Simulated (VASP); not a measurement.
Consider the following.

```xyz
9
Lattice="4.9185 0.0000 0.0000 -2.4592 4.2595 0.0000 0.0000 0.0000 5.4305" Properties=species:S:1:pos:R:3 pbc="T T T"
Si     1.3062     2.2625     5.4305
Si     2.3060     0.0000     1.8102
Si    -1.1530     1.9970     3.6204
O      0.3072     1.7606     4.2623
O      0.7809     3.6453     0.6420
O     -1.0881     3.1131     2.4521
O      1.3711     1.1464     1.1682
O      2.7664     2.4989     4.7886
O      3.2401     0.6143     2.9784
```

Method: r2SCAN meta-GGA, VASP's PBE PAW potentials (set 64) (plane waves; VASP). Numerical set-up: 520 eV cut-off, 6×6×5 Γ-centred mesh, tetrahedra with Blöchl corrections, potentials Si O.

Task: Give the energies of bands 13 to 26 at the high-symmetry points, in eV from the valence-band maximum.

Result: 
```json
[
 {"band": "13", "Γ": "-2.97", "M": "-3.11", "K": "-2.97", "A": "-2.74", "L": "-3.22", "H": "-3.31"},
 {"band": "14", "Γ": "-2.97", "M": "-2.94", "K": "-2.97", "A": "-2.74", "L": "-3.21", "H": "-2.83"},
 {"band": "15", "Γ": "-2.72", "M": "-2.71", "K": "-2.90", "A": "-2.68", "L": "-2.45", "H": "-2.83"},
 {"band": "16", "Γ": "-2.47", "M": "-2.30", "K": "-2.07", "A": "-2.02", "L": "-2.15", "H": "-1.97"},
 {"band": "17", "Γ": "-1.50", "M": "-2.10", "K": "-2.07", "A": "-2.02", "L": "-2.10", "H": "-1.97"},
 {"band": "18", "Γ": "-1.50", "M": "-1.76", "K": "-1.90", "A": "-1.83", "L": "-1.57", "H": "-1.96"},
 {"band": "19", "Γ": "-1.47", "M": "-1.67", "K": "-1.73", "A": "-1.83", "L": "-1.28", "H": "-0.98"},
 {"band": "20", "Γ": "-1.01", "M": "-1.11", "K": "-1.23", "A": "-1.52", "L": "-1.15", "H": "-0.94"},
 {"band": "21", "Γ": "-1.01", "M": "-1.03", "K": "-1.23", "A": "-1.21", "L": "-0.89", "H": "-0.94"},
 {"band": "22", "Γ": "-0.70", "M": "-0.78", "K": "-0.44", "A": "-0.22", "L": "-0.85", "H": "-0.77"},
 {"band": "23", "Γ": "-0.30", "M": "-0.27", "K": "-0.44", "A": "-0.22", "L": "-0.60", "H": "-0.58"},
 {"band": "24", "Γ": "-0.30", "M": "-0.04", "K": "0.00", "A": "-0.09", "L": "-0.19", "H": "-0.58"},
 {"band": "25", "Γ": "6.59", "M": "8.96", "K": "9.63", "A": "8.59", "L": "9.77", "H": "9.91"},
 {"band": "26", "Γ": "10.06", "M": "9.70", "K": "9.63", "A": "8.59", "L": "10.19", "H": "10.50"}
]
```

The gap is indirect, 6.59 eV, from the valence maximum at K to the conduction minimum at Γ.

The structure comes from a computed database's SiO2 entry (P3_121); how it stands against other phases isn't given here. It was relaxed first.
